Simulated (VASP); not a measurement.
OSZICAR of a VASP run on Zn (hcp):

File OSZICAR:
```
       N       E                     dE             d eps       ncg     rms          rms(c)
DAV:   1     0.950125863721E+02    0.95013E+02   -0.12935E+04  4920   0.242E+03
DAV:   2     0.583318035979E-01   -0.94954E+02   -0.93622E+02  4936   0.302E+02
DAV:   3    -0.241879650077E+01   -0.24771E+01   -0.24734E+01  5840   0.600E+01
DAV:   4    -0.242546350068E+01   -0.66670E-02   -0.66668E-02  5832   0.313E+00
DAV:   5    -0.242547295318E+01   -0.94525E-05   -0.94517E-05  5776   0.967E-02    0.466E+00
DAV:   6    -0.219978615852E+01    0.22569E+00   -0.10754E+00  4952   0.237E+01    0.341E+00
DAV:   7    -0.218849080783E+01    0.11295E-01   -0.33823E-02  6176   0.349E+00    0.173E+00
DAV:   8    -0.218319550602E+01    0.52953E-02   -0.16945E-03  6688   0.727E-01    0.460E-02
DAV:   9    -0.218318937413E+01    0.61319E-05   -0.24602E-04  6880   0.248E-01    0.322E-02
DAV:  10    -0.218319196303E+01   -0.25889E-05   -0.25311E-05  5304   0.683E-02    0.314E-03
DAV:  11    -0.218319172760E+01    0.23543E-06   -0.12372E-07  4936   0.544E-03    0.181E-03
DAV:  12    -0.218319133540E+01    0.39220E-06   -0.39206E-08  3224   0.423E-03    0.755E-05
DAV:  13    -0.218319134032E+01   -0.49172E-08   -0.11045E-08  2904   0.114E-03
   1 F= -.30472833E+01 E0= -.30473356E+01  d E =-.304728E+01
       N       E                     dE             d eps       ncg     rms          rms(c)
DAV:   1    -0.221985604871E+01   -0.36665E-01   -0.69201E-01  5576   0.803E+00    0.114E+00
DAV:   2    -0.219947033532E+01    0.20386E-01   -0.19657E-02  5208   0.276E+00    0.686E-01
DAV:   3    -0.218833943070E+01    0.11131E-01   -0.13909E-02  6744   0.223E+00    0.725E-02
DAV:   4    -0.218846927674E+01   -0.12985E-03   -0.16205E-03  5112   0.481E-01    0.452E-02
DAV:   5    -0.218846690085E+01    0.23759E-05   -0.13427E-05  5792   0.897E-02    0.508E-03
DAV:   6    -0.218846613674E+01    0.76411E-06   -0.12317E-06  6144   0.152E-02    0.918E-04
DAV:   7    -0.218846615876E+01   -0.22020E-07   -0.11770E-07  3072   0.461E-03
   2 F= -.30527461E+01 E0= -.30528195E+01  d E =-.546274E-02
       N       E                     dE             d eps       ncg     rms          rms(c)
DAV:   1    -0.235891310049E+01   -0.17045E+00   -0.36405E+00  5640   0.184E+01    0.260E+00
DAV:   2    -0.224988715101E+01    0.10903E+00   -0.11014E-01  5144   0.594E+00    0.156E+00
DAV:   3    -0.219160974752E+01    0.58277E-01   -0.77799E-02  6464   0.469E+00    0.174E-01
DAV:   4    -0.219226879298E+01   -0.65905E-03   -0.79131E-03  5136   0.103E+00    0.116E-01
DAV:   5    -0.219225066594E+01    0.18127E-04   -0.10516E-04  5520   0.147E-01    0.189E-02
DAV:   6    -0.219224079778E+01    0.98682E-05   -0.11538E-05  6400   0.588E-02    0.148E-03
DAV:   7    -0.219224101643E+01   -0.21865E-06   -0.13959E-06  5464   0.139E-02    0.107E-03
DAV:   8    -0.219224107662E+01   -0.60189E-07   -0.15505E-08  2776   0.336E-03
   3 F= -.30570772E+01 E0= -.30571693E+01  d E =-.979387E-02
       N       E                     dE             d eps       ncg     rms          rms(c)
DAV:   1    -0.221392951642E+01   -0.21688E-01   -0.46461E-01  5592   0.659E+00    0.934E-01
DAV:   2    -0.220007104194E+01    0.13858E-01   -0.12682E-02  5200   0.220E+00    0.561E-01
DAV:   3    -0.219267668185E+01    0.73944E-02   -0.92981E-03  6720   0.178E+00    0.599E-02
DAV:   4    -0.219276003735E+01   -0.83355E-04   -0.11004E-03  5112   0.403E-01    0.351E-02
DAV:   5    -0.219275985697E+01    0.18038E-06   -0.84227E-06  5936   0.875E-02    0.323E-03
DAV:   6    -0.219275975730E+01    0.99667E-07   -0.90111E-07  5344   0.152E-02
   4 F= -.30573764E+01 E0= -.30573562E+01  d E =-.100930E-01
       N       E                     dE             d eps       ncg     rms          rms(c)
DAV:   1    -0.219604007118E+01   -0.32802E-02   -0.67717E-02  5592   0.251E+00    0.356E-01
DAV:   2    -0.219404332610E+01    0.19967E-02   -0.18969E-03  5232   0.866E-01    0.214E-01
DAV:   3    -0.219294912022E+01    0.10942E-02   -0.13880E-03  6704   0.682E-01    0.227E-02
DAV:   4    -0.219296183785E+01   -0.12718E-04   -0.15472E-04  5088   0.149E-01    0.141E-02
DAV:   5    -0.219296127161E+01    0.56624E-06   -0.13163E-06  5776   0.318E-02    0.167E-03
DAV:   6    -0.219296125797E+01    0.13642E-07   -0.13021E-07  3016   0.561E-03
   5 F= -.30576591E+01 E0= -.30577017E+01  d E =-.103757E-01
```

Question: Which electronic solver shows in the log?

Answer: It is blocked Davidson (ALGO = Normal, or the opening steps of other solvers). The INCAR had ALGO = Normal.

Question: Can the final energy be trusted as converged?

Answer: Self-consistency was reached. It stopped with EDIFF = 1E-7, NELM = 100, NSW = 30 and EDIFFG = -0.01 after 5 ionic steps (PBE GGA with D3 dispersion (Becke-Johnson damping), plane waves, VASP's PBE PAW potentials (set 64)).

The compound is Zn in the hcp structure. This run relaxes it. Symmetry was kept, so distortions that lower it aren't found.
